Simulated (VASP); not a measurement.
An input for Ansatz (written as the equivalent of a VASP run, and not itself run):

Ansatz 0.2 input:
```yaml
crystal:
  lattice:
    - [0.0000000, 2.8392220, 2.8392220]
    - [2.8392220, 0.0000000, 2.8392220]
    - [2.8392220, 2.8392220, 0.0000000]
  atoms:
    - { symbol: Ba, position: [0.0000000, 0.0000000, 0.0000000] }
    - { symbol: O, position: [0.5000000, 0.5000000, 0.5000000] }
kpoints:
  mp_grid: { grid: [7, 7, 7] }
hamiltonian:
  xc: pbe
  pseudopotentials: { kind: paw }
scf:
  occupations: { method: gaussian, width: 0.01 }
  max_iter: 100
output: { forces: true, stress: true, eigenvalues: true }
```

Task: Write the VASP files for the same calculation (PBE).

Result: One answer among several that fit: 
### INCAR
```
! general
SYSTEM  = BaO
PREC    = Accurate
ENCUT   = 400
LREAL   = .FALSE.
LASPH   = .TRUE.

! electronic loop
EDIFF   = 1E-6
NELM    = 100
ALGO    = Normal
LMAXMIX = 4

! smearing
ISMEAR  = 0
SIGMA   = 0.01

! functional
GGA     = PE

! ions
ISIF    = 2

! output
LWAVE   = .FALSE.
LCHARG  = .FALSE.
```

File KPOINTS:
```
Automatic mesh
0
Gamma
7 7 7
0 0 0
```

POSCAR:
```
BaO
1
    0.0000000000     2.8392220000     2.8392220000
    2.8392220000     0.0000000000     2.8392220000
    2.8392220000     2.8392220000     0.0000000000
Ba O
1 1
Direct
  0.0000000000   0.0000000000   0.0000000000
  0.5000000000   0.5000000000   0.5000000000
```

POTCAR, in this order: Ba_sv O (PBE.64 set). Program: vasp_std.

What does not carry over: each code has its own PAW files, so the cut-off isn't converted (ENCUT is set for VASP's; basis.ecutwfc is left out, and Ansatz then takes the one that its files recommend); Ansatz stops its SCF on the density residual and VASP on the energy change (EDIFF).

The structure comes from a computed database's BaO entry; how it stands against other phases isn't given here. The cell was not relaxed at this level.
